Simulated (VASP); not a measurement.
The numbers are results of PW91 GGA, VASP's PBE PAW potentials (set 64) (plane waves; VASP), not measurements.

VASP input:

**INCAR**
```
SYSTEM  =  Ru
PREC  =  Accurate; ENCUT  =  520; LREAL  =  F
LASPH  =  T
EDIFF  =  1E-7; NELM  =  100; ALGO  =  Normal
LMAXMIX  =  4
ISMEAR  =  1; SIGMA  =  0.1
GGA  =  91
IBRION  =  2; NSW  =  30; ISIF  =  4
EDIFFG  =  -0.01
LWAVE  =  F; LCHARG  =  F
```

### POSCAR
```
Ru
1
    1.3769625193    -2.3849692039     0.0000000000
    1.3769625193     2.3849692039     0.0000000000
    0.0000000000     0.0000000000     4.3381397358
Ru
2
Direct
  0.3333330000   0.6666670000   0.2500000000
  0.6666670000   0.3333330000   0.7500000000
```

File KPOINTS:
```
Automatic mesh
0
Gamma
15 15 9
0 0 0
```

POTCAR, in this order: Ru_pv (PBE.64 set). Program: vasp_std.

Output

OUTCAR:
```
 ion  position               nearest neighbor table
   1  0.333  0.667  0.250-   2 2.69   2 2.69   2 2.69   2 2.69   2 2.69   2 2.69
   2  0.667  0.333  0.750-   1 2.69   1 2.69   1 2.69   1 2.69   1 2.69   1 2.69
  LATTYP: Found a hexagonal cell.
 ALAT       =     2.7539251775
 C/A-ratio  =     1.5752569356
 Subroutine PRICEL returns:
 Original cell was already a primitive cell.
 Subroutine GETGRP returns: Found 24 space group operations
The static configuration has the point symmetry D_3d.
 The point group associated with its full space group is D_6h.
The dynamic configuration has the point symmetry D_3d.
 Subroutine INISYM returns: Found 24 space group operations
 Subroutine IBZKPT returns following result:
 Found    135 irreducible k-points:

 Following reciprocal coordinates:
            Coordinates               Weight
  0.000000  0.000000  0.000000      1.000000
  0.066667  0.000000  0.000000      6.000000
  0.133333  0.000000  0.000000      6.000000
  0.200000  0.000000  0.000000      6.000000
  0.266667  0.000000  0.000000      6.000000
  0.333333  0.000000  0.000000      6.000000
  0.400000  0.000000  0.000000      6.000000
...
```

File OSZICAR:
```
       N       E                     dE             d eps       ncg     rms          rms(c)
DAV:   1     0.284739010411E+03    0.28474E+03   -0.18151E+04  4876   0.172E+03
DAV:   2    -0.132540605278E+02   -0.29799E+03   -0.29270E+03  5142   0.491E+02
DAV:   3    -0.197744940097E+02   -0.65204E+01   -0.63115E+01  5200   0.778E+01
DAV:   4    -0.198403279607E+02   -0.65834E-01   -0.65703E-01  5950   0.692E+00
DAV:   5    -0.198412407338E+02   -0.91277E-03   -0.91275E-03  5222   0.739E-01    0.161E+01
DAV:   6    -0.184943585656E+02    0.13469E+01   -0.39685E+00  4902   0.203E+01    0.366E+00
DAV:   7    -0.184217686613E+02    0.72590E-01   -0.22407E-01  4986   0.432E+00    0.949E-01
DAV:   8    -0.184137801368E+02    0.79885E-02   -0.58354E-03  4988   0.893E-01    0.177E-01
DAV:   9    -0.184137235206E+02    0.56616E-04   -0.55941E-04  6264   0.256E-01    0.410E-02
DAV:  10    -0.184137368585E+02   -0.13338E-04   -0.17227E-05  5340   0.411E-02    0.727E-03
DAV:  11    -0.184137382011E+02   -0.13426E-05   -0.12389E-06  5434   0.967E-03    0.299E-03
DAV:  12    -0.184137378085E+02    0.39258E-06   -0.56227E-08  2720   0.205E-03    0.593E-04
DAV:  13    -0.184137378981E+02   -0.89576E-07   -0.13114E-08  2498   0.997E-04
   1 F= -.18413738E+02 E0= -.18413176E+02  d E =-.184137E+02
       N       E                     dE             d eps       ncg     rms          rms(c)
DAV:   1    -0.184166560070E+02   -0.29182E-02   -0.10855E-01  4904   0.286E+00    0.327E-01
DAV:   2    -0.184142786200E+02    0.23774E-02   -0.33961E-03  4906   0.543E-01    0.131E-01
DAV:   3    -0.184138226259E+02    0.45599E-03   -0.15327E-03  5852   0.269E-01    0.290E-02
DAV:   4    -0.184138235780E+02   -0.95217E-06   -0.47197E-05  5912   0.797E-02    0.171E-02
DAV:   5    -0.184138238375E+02   -0.25944E-06   -0.45897E-06  6362   0.161E-02    0.666E-03
DAV:   6    -0.184138238424E+02   -0.48858E-08   -0.47945E-07  4170   0.809E-03
   2 F= -.18413824E+02 E0= -.18413308E+02  d E =-.859443E-04
       N       E                     dE             d eps       ncg     rms          rms(c)
DAV:   1    -0.184141822022E+02   -0.35836E-03   -0.12503E-02  4908   0.970E-01    0.111E-01
DAV:   2    -0.184139078982E+02    0.27430E-03   -0.39061E-04  4902   0.187E-01    0.447E-02
DAV:   3    -0.184138551879E+02    0.52710E-04   -0.17813E-04  5850   0.919E-02    0.985E-03
DAV:   4    -0.184138552878E+02   -0.99938E-07   -0.55257E-06  5914   0.273E-02    0.577E-03
DAV:   5    -0.184138552609E+02    0.26886E-07   -0.52414E-07  5342   0.541E-03
   3 F= -.18413855E+02 E0= -.18413320E+02  d E =-.117363E-03
```

### OUTCAR
```
------------------------ aborting loop because EDIFF is reached ----------------------------------------
  FORCE on cell =-STRESS in cart. coord.  units (eV):
  Direction    XX          YY          ZZ          XY          YZ          ZX
  --------------------------------------------------------------------------------------
  Total       -1.5308716     -1.5308718     -1.5254743      0.0000000     -0.0000000      0.0000000
  in kB      -86.0817152    -86.0817262    -85.7782240      0.0000000     -0.0000000      0.0000000
  external PRESSURE =     -85.9805551 kB  Pullay stress =       0.0000000 kB
  volume of cell :       28.49
      direct lattice vectors                 reciprocal lattice vectors
     1.375877771 -2.383090356 -0.000000000     0.363404374 -0.209811600  0.000000000
     1.375877771  2.383090356  0.000000000     0.363404374  0.209811600 -0.000000000
     0.000000000  0.000000000  4.344982867     0.000000000 -0.000000000  0.230150505
 POSITION                                       TOTAL-FORCE (eV/Angst)
 -----------------------------------------------------------------------------------
      1.37588      0.79437      1.08625        -0.000000      0.000000      0.000000
      1.37588     -0.79437      3.25874         0.000000     -0.000000      0.000000
 -----------------------------------------------------------------------------------
    total drift:                               -0.000000      0.000531     -0.000046
  FREE ENERGIE OF THE ION-ELECTRON SYSTEM (eV)
  ---------------------------------------------------
  free  energy   TOTEN  =       -18.4138552609 eV

  energy  without entropy=      -18.4122494623  energy(sigma->0) =      -18.41331999

 reached required accuracy - stopping structural energy minimisation
```
(Selected blocks of OUTCAR.)

CONTCAR:
```
Ru
   1.00000000000000
     1.3758777707489434   -2.3830903561415746   -0.0000000000000000
     1.3758777707489434    2.3830903561415746    0.0000000000000000
     0.0000000000000000    0.0000000000000000    4.3449828667762684
  Ru
     2
Direct
     0.3333330000000032    0.6666669999999968    0.2500000000000000
     0.6666669999999968    0.3333330000000032    0.7500000000000000
```

OUTCAR:
```
 val. band max:       11.9390451646   @ k =   0.2667   0.2000   0.2222

 cond. band min:      11.9669960103   @ k =   0.4667   0.0667   0.3333


 Fermi energy:        11.9392307728

 k-point     1 :       0.0000    0.0000    0.0000
  band No.  band energies     occupation
      1     -31.4133      2.00000
      2     -30.6157      2.00000
      3     -30.6157      2.00000
      4     -30.4663      2.00000
      5     -30.4663      2.00000
      6     -30.4254      2.00000
      7       4.3138      2.00000
      8       6.1427      2.00000
      9       9.5384      2.00000
     10       9.5384      2.00000
     11       9.7202      2.00000
     12      10.1702      2.00000
     13      10.1702      2.00000
     14      10.6410      2.00000
     15      10.6410      2.00000
     16      13.0529     -0.00000
     17      13.0529     -0.00000
     18      13.3034     -0.00000

 k-point     2 :       0.0667    0.0000    0.0000
  band No.  band energies     occupation
      1     -31.4002      2.00000
      2     -30.6430      2.00000
      3     -30.6251      2.00000
      4     -30.4949      2.00000
      5     -30.4701      2.00000
      6     -30.4315      2.00000
      7       4.4708      2.00000
      8       6.2612      2.00000
      9       9.2556      2.00000
     10       9.6631      2.00000
     11       9.9663      2.00000
     12      10.1077      2.00000
     13      10.2847      2.00000
     14      10.4916      2.00000
     15      10.5478      2.00000
     16      11.9367      1.04355
     17      13.1101     -0.00000
     18      14.6334      0.00000

 k-point     3 :       0.1333    0.0000    0.0000
  band No.  band energies     occupation
      1     -31.3622      2.00000
      2     -30.7203      2.00000
      3     -30.6508      2.00000
      4     -30.5748      2.00000
      5     -30.4813      2.00000
      6     -30.4500      2.00000
      7       4.9178      2.00000
      8       6.5707      2.00000
      9       8.8691      2.00000
...
```

The compound is Ru in the hcp structure. This cell is one point of a volume scan, at 1.03 of the reference volume. Symmetry was kept, so distortions that lower it aren't found.
